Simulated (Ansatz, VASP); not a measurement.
# Sc in two plane-wave programs, part 2 of 2

Aim: how closely do two programs agree when they are given the same cell, functional and k mesh? The structure shown is the end of the Ansatz relaxation below.

VASP 6.6.1 and Ansatz 0.2.0.

So far. Step 3 (VASP: single point, LDA, pair 1): The run ends at a pressure of 5.99 GPa.

**6. VASP: single point, LDA, pair 2 (continued)**

Level of this step: LDA; plane waves and PAW (Sc_sv) (VASP).

Numbers of over 12 decimals in the logs are rounded to 6 here.

From OUTCAR (step 6):

```text
  Total        1.9741210      1.9741210      1.9785171      0.0000000      0.0000000      0.0000000
  in kB       78.0477329     78.0477329     78.2215361      0.0000000      0.0000000      0.0000000
  external PRESSURE =      78.1056673 kB  Pullay stress =       0.0000000 kB

 POSITION                                       TOTAL-FORCE (eV/Angst)
 -----------------------------------------------------------------------------------
     -0.00000      1.80317      1.19933         0.000000     -0.000000      0.000000
      1.56159      0.90159      3.59798        -0.000000      0.000000      0.000000
 -----------------------------------------------------------------------------------
    total drift:                               -0.000000      0.000000     -0.000000

  FREE ENERGIE OF THE ION-ELECTRON SYSTEM (eV)
  ---------------------------------------------------
  free  energy   TOTEN  =       -13.3436233226 eV

  energy  without entropy=      -13.3442715782  energy(sigma->0) =      -13.34383941

[... 1 part as in an earlier step ...]

[... 2 further parts left out ...]
[key lines of the parts left out:]
E-fermi :   4.6748
```

The run ends at a pressure of 7.81 GPa.

**7. Comparison**

Compared:

```csv
quantity,Ansatz,VASP,difference
pressure (GPa),7.67,7.81,-0.14
```

**8. Ansatz: relaxation, LDA**

This run makes the geometry at which the two programs are then compared. The cell compared in this pair holds 42.33 Å³, against 40.53 Å³ for the pair before.

The structure compared here is the end of the Ansatz relaxation.

Contents of input.yaml:

```yaml
crystal:
  lattice:
    - [3.1662625497, 0.0, 0.0]
    - [-1.5831312749, 2.7420638031, 0.0]
    - [0.0, 0.0, 4.8751156667]
  atoms:
    - { symbol: Sc, position: [0.3333333333, 0.6666666667, 0.25] }
    - { symbol: Sc, position: [0.6666666667, 0.3333333333, 0.75] }
kpoints:
  mp_grid: { grid: [15, 15, 8] }
hamiltonian:
  xc: lda
  pseudopotentials: { kind: paw, azcp: { folder: soft_1 }, xc_functional: pbe }
scf:
  occupations: { method: methfessel_paxton, width: 0.2 }
output:
  forces: true
  stress: true
  eigenvalues: true
relax:
  adjacent_minimum: "off"
  f_tol: 0.001
  max_steps: 60
  cell: { stress_tol: 0.01, fix: [volume] }
```

On the command line:

```
$ ansatz run input.yaml --threads 4 --pin off --max-ram 10240MiB --backend cpu --events-out ev --progress --plain --runs-dir out
```

The program printed:

```text
[...]
Crystal: 2 atoms, lattice volume = 42.326 Å³
Basis set: ecut = 420 eV, 821 PW (Γ)
Bands: 15, of which v1, the nominal top of the filled ones, is band 11 counted from 1 (10 counted from 0)
Symmetry: 24 space group operations
[...]
k-points: 135 of 1800
[...]
k-point 134: bands = [... 7 lower, -16.5238, 10.1835, 10.1835, 10.4515, 10.4515, 11.1035, 11.1035, 13.3656]
--- Relaxed structure (2 steps of the walk, 2 accepted, 1 SCFs on fresh bases) ---
[...]
cell:  # Å, volume = 42.3262 Å³
    - [3.167169, 2.8875821495017332e-11, 0.0]
    - [-1.583585, 2.742849, 0.0]
    - [0.0, 0.0, 4.872325]
  atoms:
    - { symbol: Sc, position: [0.333333, 0.666667, 0.250000] }
    - { symbol: Sc, position: [0.666667, 0.333333, 0.750000] }
[key lines of the parts left out:]
SCF converged after 4 iterations
Free energy (F): -4177.994353 eV
Fermi energy:    10.661754 eV
P = ⅓ Tr σ = 4.2034 GPa (42.034 kbar)
```

**9. VASP: single point, LDA, pair 3**

The same cell, functional (in two slightly different forms), mesh and smearing now go to VASP, with its own data sets.

Contents of INCAR:

```
SYSTEM = Sc
PREC = Accurate
ENCUT = 500
EDIFF = 1E-06
NELM = 120
ISMEAR = 1
SIGMA = 0.2
LREAL = .FALSE.
ALGO = Normal
GGA = CA
NBANDS = 17
LASPH = .TRUE.
LORBIT = 11
LWAVE = .FALSE.
LCHARG = .FALSE.
ISIF = 2
GGA_COMPAT = .FALSE.
KPAR = 2
```

Contents of POSCAR:

```
Sc
1.0
    3.1671690994      0.0000000000      0.0000000000
   -1.5835845497      2.7428488981      0.0000000000
    0.0000000000      0.0000000000      4.8723252240
Sc
2
Direct
    0.3333333333      0.6666666667      0.2500000000
    0.6666666667      0.3333333333      0.7500000000
```

Contents of KPOINTS:

```
Automatic mesh
0
Gamma
15 15 8
0 0 0
```

The projector-augmented-wave data sets are Sc_sv (LDA family, release 64).

On the command line:

```
$ mpirun -np 2 vasp_std
```

The program printed:

```text
[... set-up lines as in an earlier step ...]
 entering main loop
       N       E                     dE             d eps       ncg     rms          rms(c)
DAV:   1     0.352784824894E+03    0.35278E+03   -0.10781E+04  4614   0.142E+03
DAV:   2     0.526054080553E+01   -0.34752E+03   -0.34166E+03  5822   0.591E+02
DAV:   3    -0.142897271857E+02   -0.19550E+02   -0.18822E+02  7700   0.174E+02
DAV:   4    -0.145989896080E+02   -0.30926E+00   -0.30395E+00  6703   0.202E+01
[...]
DAV:   9    -0.134121085016E+02    0.49893E-03   -0.32539E-03  6430   0.670E-01    0.180E-02
DAV:  10    -0.134121283071E+02   -0.19806E-04   -0.70610E-05  7353   0.126E-01    0.357E-03
DAV:  11    -0.134121287721E+02   -0.46495E-06   -0.83365E-07  4373   0.120E-02
   1 F= -.13412129E+02 E0= -.13412088E+02  d E =-.121800E-03
```

Parts of OUTCAR (step 9):

```text
  Total        1.1397752      1.1397752      1.1405675      0.0000000      0.0000000     -0.0000000
  in kB       43.1439962     43.1439962     43.1739876      0.0000000      0.0000000     -0.0000000
  external PRESSURE =      43.1539933 kB  Pullay stress =       0.0000000 kB

 POSITION                                       TOTAL-FORCE (eV/Angst)
 -----------------------------------------------------------------------------------
     -0.00000      1.82857      1.21808        -0.000000      0.000000      0.000000
      1.58358      0.91428      3.65424         0.000000      0.000000      0.000000
 -----------------------------------------------------------------------------------
    total drift:                               -0.000000      0.000000     -0.000000

  FREE ENERGIE OF THE ION-ELECTRON SYSTEM (eV)
  ---------------------------------------------------
  free  energy   TOTEN  =       -13.4121287721 eV

  energy  without entropy=      -13.4120069719  energy(sigma->0) =      -13.41208817

[... 1 part as in an earlier step ...]

[... 2 further parts left out ...]
[key lines of the parts left out:]
E-fermi :   4.3889
```

The run ends at a pressure of 4.32 GPa.

**10. Comparison**

The two programs side by side:

```csv
quantity,Ansatz,VASP,difference
pressure (GPa),4.20,4.32,-0.11
```

**11. Summary of results**

```
difference in pressure (single point, LDA, pair 1) : -0.13 GPa
difference in pressure (single point, LDA, pair 2) : -0.14 GPa
difference in pressure (single point, LDA, pair 3) : -0.11 GPa
```

The difference in pressure is -0.14 GPa (single point, LDA, pair 2), within the 1 GPa picked in this series as the mark of a large difference. 5 further runs of this series are not shown here. How closely two codes agree says nothing of how well the functional describes the real material.

[Lines on the potential files, build, host, timing and source positions are cut from VASP's logs without a mark.]

[Logs are printed without paths, hosts, clocks, repeated set-up lines and the standing remarks that a program may print on its own settings, such as how far it seeks lower states.]

[Hosts, paths, dates, database ids (printed as entryN), source tags and the programs' standing remarks are cut or masked in the printed files.]
